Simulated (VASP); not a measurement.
Co:

```
Co
1.0
     2.46000    0.00000    0.00000
    -1.23000    2.13042    0.00000
     0.00000    0.00000    3.97000
Co
2
Direct
  0.33333 0.66667 0.25000
  0.66667 0.33333 0.75000
```

The cell was built by a generator and needn't be a form met in nature.

```yaml
Program: VASP 6.6.1
Task: relaxation of cell and atoms
Functional: PBE
Potentials_or_basis: VASP PAW PBE potentials, release 64 (Co)
Cutoff: 600 eV
k_mesh: 20 × 20 × 10
Occupations: methfessel-paxton, width 0.1 eV
Spin: collinear spin, ferromagnetic start
Starting_moments: "[1.8, 1.8] μB"
```

At the start: pressure 9.1 GPa; volume 10.40 Å³/atom.

How do energy, volume and symmetry change on relaxing?

Over 7 steps the energy falls by 11.1 meV/atom and the volume is 10.81 Å³/atom (+3.9 %); space group P6_3/mmc (No. 194, to 0.05 Å); moment 3.19 μB per cell.

The path:
```
step  energy change (eV)  largest force (eV/Å)  pressure (GPa)  volume (Å³)
   1              0.0000                0.0000            9.12        20.81
   2              0.0071                0.0000           -8.75        22.64
   3             -0.0222                0.0000           -0.09        21.63
   4             -0.0222                0.0000            0.10        21.61
   5             -0.0222                0.0000            0.09        21.61
   6             -0.0222                0.0000            0.09        21.61
   7             -0.0222                0.0000           -0.02        21.62
```

Final structure:
```
Co
1.0
     2.49131    0.00000    0.00000
    -1.24566    2.15754    0.00000
     0.00000    0.00000    4.02280
Co
2
Cartesian
  0.0000 1.4384 1.0057
  1.2457 0.7192 3.0171
```
